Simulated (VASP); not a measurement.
BN (hex) is relaxed at rising pressure, each step from the one before. Symmetry mostly holds the structure type, and other phases were not tried. The mesh follows the cell, and a change of mesh leaves a small step in the series.

Here is the system:

```yaml
crystal:
  lattice:
    - [1.25644, -2.17621, 0.00000]
    - [1.25644, 2.17621, 0.00000]
    - [0.00000, 0.00000, 7.64833]
  atoms:
    - { symbol: B, position: [0.33333, 0.66667, 0.25000] }
    - { symbol: B, position: [0.66667, 0.33333, 0.75000] }
    - { symbol: N, position: [0.66667, 0.33333, 0.25000] }
    - { symbol: N, position: [0.33333, 0.66667, 0.75000] }
```

Computed with PBE GGA, VASP's PBE PAW potentials (set 64) (plane waves; VASP 6.6.1). Run with 620 eV cut-off, 10×10×3 Γ-centred mesh, Gaussian smearing of 0.050 eV, potentials B N.

Without a dispersion term in the relaxation, distances and binding between the weakly bound layers, chains or molecules are unreliable, and so is what depends on them.

```csv
P (GPa),V (Å³/atom),H − H(0) (eV/atom),space group,k-mesh
0,10.46,0.000,P6_3/mmc,10×10×3
5,8.56,0.291,P6_3/mmc,10×10×4
10,7.92,0.548,P6_3/mmc,10×10×4
20,7.23,1.020,P6_3/mmc,10×10×4
30,6.78,1.457,P6_3/mmc,10×10×5
45,6.31,2.071,P6_3/mmc,10×10×5
```

Pressures at which the relaxation failed are left out.

The compound is BN in the hex structure.
